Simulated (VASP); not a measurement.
Consider the following.

```
CELL_PARAMETERS angstrom
     -2.34076     2.34076     4.35417
      2.34076    -2.34076     4.35417
      2.34076     2.34076    -4.35417
ATOMIC_POSITIONS crystal
  Ba 0.00000 0.00000 0.00000
  Si 0.37418 0.37418 0.00000
  Si 0.62582 0.62582 0.00000
```

Level of theory: PBEsol GGA, VASP's PBE PAW potentials (set 64) (plane waves; VASP). Run with 400 eV cut-off, Gaussian smearing of 0.050 eV, potentials Ba_sv Si.

Problem. Give the energies of bands 6 to 12 at the high-symmetry points, in eV from the Fermi level.

Solution. 
| band | Γ | X | P | N | M | S | R |
|---|---|---|---|---|---|---|---|
| 6 | -3.38 | -3.94 | -4.34 | -4.80 | -4.89 | -4.54 | -4.08 |
| 7 | -2.27 | -1.45 | -1.36 | -1.85 | -0.40 | -2.36 | -1.43 |
| 8 | 0.39 | -1.11 | -1.36 | -1.05 | -0.40 | -1.02 | -1.11 |
| 9 | 0.39 | -1.10 | -0.18 | -0.79 | 0.08 | -0.51 | -0.76 |
| 10 | 0.49 | -0.16 | 0.90 | 2.19 | 1.02 | 1.92 | -0.39 |
| 11 | 0.49 | 2.34 | 0.90 | 2.47 | 3.50 | 2.47 | 2.40 |
| 12 | 1.80 | 4.81 | 3.73 | 2.97 | 3.50 | 3.85 | 5.10 |

It has no gap at this level: it comes out as a metal or semimetal.

The structure was generated: BaSi2 was put into the MoSi2 type (I4/mmm), which need not be its known phase. It was relaxed first, which changed the volume by +15 %.
